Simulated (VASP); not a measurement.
OSZICAR of a VASP run on PbSe (rock salt):

File OSZICAR:
```
       N       E                     dE             d eps       ncg     rms          rms(c)
DAV:   1     0.159571088175E+03    0.15957E+03   -0.98669E+03   812   0.150E+03
DAV:   2     0.452719164170E+01   -0.15504E+03   -0.15161E+03   854   0.357E+02
DAV:   3    -0.803702020111E+01   -0.12564E+02   -0.12322E+02  1100   0.104E+02
DAV:   4    -0.833983271253E+01   -0.30281E+00   -0.30269E+00   872   0.188E+01
DAV:   5    -0.834894724326E+01   -0.91145E-02   -0.91145E-02  1130   0.342E+00    0.291E+00
DAV:   6    -0.809811722483E+01    0.25083E+00   -0.63598E-01  1220   0.681E+00    0.172E+00
DAV:   7    -0.809242849846E+01    0.56887E-02   -0.12002E-01   918   0.203E+00    0.890E-01
DAV:   8    -0.809540999043E+01   -0.29815E-02   -0.12455E-02   950   0.152E+00    0.128E-01
DAV:   9    -0.809508265340E+01    0.32734E-03   -0.25002E-03  1244   0.629E-01    0.459E-02
DAV:  10    -0.809512737635E+01   -0.44723E-04   -0.19517E-04   884   0.102E-01    0.191E-02
DAV:  11    -0.809513163612E+01   -0.42598E-05   -0.75319E-05  1024   0.103E-01    0.737E-03
DAV:  12    -0.809513180566E+01   -0.16953E-06   -0.47444E-06  1034   0.194E-02    0.314E-03
DAV:  13    -0.809513181179E+01   -0.61336E-08   -0.27279E-07   800   0.624E-03
   1 F= -.88759087E+01 E0= -.88758020E+01  d E =-.213344E-03
```

### Question
Which electronic solver shows in the log?

### Answer
It is blocked Davidson (ALGO = Normal, or the opening steps of other solvers). The INCAR had ALGO = Normal.

### Question
Can the final energy be trusted as converged?

### Answer
The calculation finished and met its thresholds. It stopped with EDIFF = 1E-7, NELM = 100 (PBE GGA with D3 dispersion (Becke-Johnson damping), plane waves, VASP's PBE PAW potentials (set 64)).

The compound is PbSe in the rock salt structure. This cell is one point of a volume scan, at 0.94 of the reference volume.
